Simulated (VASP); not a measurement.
Method: PBE GGA, VASP's PBE PAW potentials (set 64) (plane waves; VASP).

A VASP calculation is set up with these files.

KPOINTS:
```
Automatic mesh
0
Gamma
10 10 10
0 0 0
```

POSCAR:
```
CaO
1
    0.0000000000     2.2722594403     2.2722594403
    2.2722594403     0.0000000000     2.2722594403
    2.2722594403     2.2722594403    -0.0000000000
Ca O
1 1
Direct
  0.0000000000   0.0000000000   0.0000000000
  0.5000000000   0.5000000000   0.5000000000
```

INCAR:
```
IBRION = 2   # conjugate gradients
LREAL = F   # projection in real space or not
SYSTEM = CaO
LASPH = T
ALGO = Normal   # blocked Davidson
GGA = PE
EDIFF = 1E-6
ISMEAR = 0
NSW = 40
LWAVE = F
ISIF = 3   # ions, shape and volume
LCHARG = F
SIGMA = 0.05
ENCUT = 620   # plane-wave cut-off (eV)
PSTRESS = 300   # kbar
NELM = 100   # most electronic steps
EDIFFG = -0.02
PREC = Accurate
```

POTCAR, in this order: Ca_sv O (PBE.64 set). Program: vasp_std.

The resulting files:

OUTCAR:
```
 ion  position               nearest neighbor table
   1  0.000  0.000  0.000-   2 2.27   2 2.27   2 2.27   2 2.27   2 2.27   2 2.27
   2  0.500  0.500  0.500-   1 2.27   1 2.27   1 2.27   1 2.27   1 2.27   1 2.27
  LATTYP: Found a face centered cubic cell.
 ALAT       =     4.5445188806
 Subroutine PRICEL returns:
 Original cell was already a primitive cell.
 Subroutine GETGRP returns: Found 48 space group operations
The static configuration has the point symmetry O_h .
The dynamic configuration has the point symmetry O_h .
 Subroutine INISYM returns: Found 48 space group operations
 Subroutine IBZKPT returns following result:
 Found     47 irreducible k-points:

 Following reciprocal coordinates:
            Coordinates               Weight
  0.000000  0.000000  0.000000      1.000000
  0.100000  0.000000  0.000000      8.000000
  0.200000  0.000000  0.000000      8.000000
  0.300000  0.000000  0.000000      8.000000
  0.400000  0.000000  0.000000      8.000000
  0.500000  0.000000  0.000000      4.000000
  0.100000  0.100000  0.000000      6.000000
  0.200000  0.100000  0.000000     24.000000
  0.300000  0.100000  0.000000     24.000000
  0.400000  0.100000  0.000000     24.000000
  0.500000  0.100000  0.000000     24.000000
 -0.400000  0.100000  0.000000     24.000000
 -0.300000  0.100000  0.000000     24.000000
 -0.200000  0.100000  0.000000     24.000000
 -0.100000  0.100000  0.000000     12.000000
  0.200000  0.200000  0.000000      6.000000
  0.300000  0.200000  0.000000     24.000000
  0.400000  0.200000  0.000000     24.000000
  0.500000  0.200000  0.000000     24.000000
 -0.400000  0.200000  0.000000     24.000000
 -0.300000  0.200000  0.000000     24.000000
 -0.200000  0.200000  0.000000     12.000000
  0.300000  0.300000  0.000000      6.000000
  0.400000  0.300000  0.000000     24.000000
  0.500000  0.300000  0.000000     24.000000
 -0.400000  0.300000  0.000000     24.000000
 -0.300000  0.300000  0.000000     12.000000
  0.400000  0.400000  0.000000      6.000000
  0.500000  0.400000  0.000000     24.000000
 -0.400000  0.400000  0.000000     12.000000
  0.500000  0.500000  0.000000      3.000000
  0.300000  0.200000  0.100000     24.000000
  0.400000  0.200000  0.100000     48.000000
  0.500000  0.200000  0.100000     48.000000
 -0.400000  0.200000  0.100000     24.000000
  0.400000  0.300000  0.100000     24.000000
  0.500000  0.300000  0.100000     48.000000
 -0.400000  0.300000  0.100000     48.000000
 -0.300000  0.300000  0.100000     48.000000
 -0.200000  0.300000  0.100000     24.000000
   k-points           NKPTS =     47   k-points in BZ     NKDIM =     47   number of bands    NBANDS=     12
   number of dos      NEDOS =    301   number of ions     NIONS =      2
   total plane-waves  NPLWV =  21952
   dimension x,y,z NGX =    28 NGY =   28 NGZ =   28
   dimension x,y,z NGXF=    56 NGYF=   56 NGZF=   56
   ions per type =               1   1
   PREC   = accura    normal or accurate (medium, high low for compatibility)
   ISTART =      0    job   : 0-new  1-cont  2-samecut
   ICHARG =      2    charge: 1-file 2-atom 10-const
   ISPIN  =      1    spin polarized calculation?
   LNONCOLLINEAR =      F non collinear calculations
   LSORBIT =      F    spin-orbit coupling
   INIWAV =      1    electr: 0-lowe 1-rand  2-diag
   ENCUT  =  620.0 eV  45.57 Ry    6.75 a.u.   6.52  6.52  6.52*2*pi/ulx,y,z
   NELM   =    100;   NELMIN=  2; NELMDL= -5     # of ELM steps
   EDIFF  = 0.1E-05   stopping-criterion for ELM
   LREAL  =      F    real-space projection
   NLSPLINE    = F    spline interpolate recip. space projectors
   LMAXMIX     =    2 max onsite mixed and CHGCAR
...
```

**OSZICAR**
```
       N       E                     dE             d eps       ncg     rms          rms(c)
DAV:   1     0.144044641246E+03    0.14404E+03   -0.97839E+03  1128   0.160E+03
DAV:   2    -0.744506331210E+01   -0.15149E+03   -0.14325E+03  1288   0.370E+02
DAV:   3    -0.140007453254E+02   -0.65557E+01   -0.65074E+01  1364   0.803E+01
DAV:   4    -0.142006865615E+02   -0.19994E+00   -0.19968E+00  1720   0.124E+01
DAV:   5    -0.142024984382E+02   -0.18119E-02   -0.18118E-02  1328   0.128E+00    0.870E+00
DAV:   6    -0.124454277783E+02    0.17571E+01   -0.81369E+00  1336   0.284E+01    0.327E+00
DAV:   7    -0.124221749309E+02    0.23253E-01   -0.61095E-01  1492   0.821E+00    0.168E+00
DAV:   8    -0.124206913050E+02    0.14836E-02   -0.77301E-02  1284   0.335E+00    0.426E-01
DAV:   9    -0.124185396304E+02    0.21517E-02   -0.23865E-02  1408   0.150E+00    0.129E-01
DAV:  10    -0.124188027673E+02   -0.26314E-03   -0.19465E-03  1264   0.481E-01    0.346E-02
DAV:  11    -0.124189025719E+02   -0.99805E-04   -0.30247E-04  1544   0.158E-01    0.317E-02
DAV:  12    -0.124188842058E+02    0.18366E-04   -0.73596E-05  1292   0.103E-01    0.287E-03
DAV:  13    -0.124188845770E+02   -0.37126E-06   -0.49718E-06  1456   0.238E-02
   1 F= -.80253463E+01 E0= -.80253463E+01  d E =-.802535E+01
```

### OUTCAR
```
------------------------ aborting loop because EDIFF is reached ----------------------------------------
  FORCE on cell =-STRESS in cart. coord.  units (eV):
  Direction    XX          YY          ZZ          XY          YZ          ZX
  --------------------------------------------------------------------------------------
  Total        4.3701238      4.3701238      4.3701238      0.0000000      0.0000000      0.0000000
  in kB      298.4012081    298.4012081    298.4012081      0.0000000      0.0000000      0.0000000
  external PRESSURE =      -1.5987919 kB  Pullay stress =     300.0000000 kB
  volume of cell :       23.46
      direct lattice vectors                 reciprocal lattice vectors
     0.000000000  2.272259440  2.272259440    -0.220045296  0.220045296  0.220045296
     2.272259440  0.000000000  2.272259440     0.220045296 -0.220045296  0.220045296
     2.272259440  2.272259440  0.000000000     0.220045296  0.220045296 -0.220045296
  FREE ENERGIE OF THE ION-ELECTRON SYSTEM (eV)
  ---------------------------------------------------
  free  energy   TOTEN  =       -12.4188845770 eV

  energy  without entropy=      -12.4188845770  energy(sigma->0) =      -12.41888458
  enthalpy is  TOTEN    =        -8.0253462712 eV   P V=        4.3935383058

 reached required accuracy - stopping structural energy minimisation
```
(Selected blocks of OUTCAR.)

The compound is CaO in the rock salt structure. It was relaxed first under an external pressure of 30 GPa.
